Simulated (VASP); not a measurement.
Crystal: C.

```
C
1.0
     2.46100    0.00000    0.00000
    -1.23050    2.13129    0.00000
     0.00000    0.00000    6.43968
C
4
Direct
  0.00000 0.00000 0.25000
  0.33333 0.66667 0.25000
  0.00000 0.00000 0.75000
  0.66667 0.33333 0.75000
```

The cell was built by a generator and needn't be a form met in nature.

Base run:

| Item | Value |
| --- | --- |
| Program | VASP 6.6.1 |
| Functional | r2SCAN |
| Potentials or basis | VASP PAW PBE potentials, release 64 (C) |
| Cutoff | 520 eV |
| k mesh | 16 × 16 × 4 |
| Occupations | fermi-dirac, width 0.05 eV |
| Spin | no spin polarisation |

Its results: band gap on the k mesh 0.46 eV, direct; pressure -0.1 GPa.

**Question.** After a change of settings the same cell gave: band gap on the k mesh 0.45 eV, direct; pressure -2.0 GPa. Which change was it?
A. dispersion from none to rVV10
B. functional from r2SCAN to rev-vdW-DF2; further incar settings from ALGO = Normal; EDIFF = 1e-06; NBANDS = 16 to ALGO = Fast; EDIFF = 1e-06; NBANDS = 16
C. functional from r2SCAN to SCAN
D. functional from r2SCAN to optB86b-vdW; further incar settings from ALGO = Normal; EDIFF = 1e-06; NBANDS = 16 to ALGO = Fast; EDIFF = 1e-06; NBANDS = 16

**Answer.** C.

Caveats: the PAW data sets were made with another functional, which shifts forces and pressure a little.
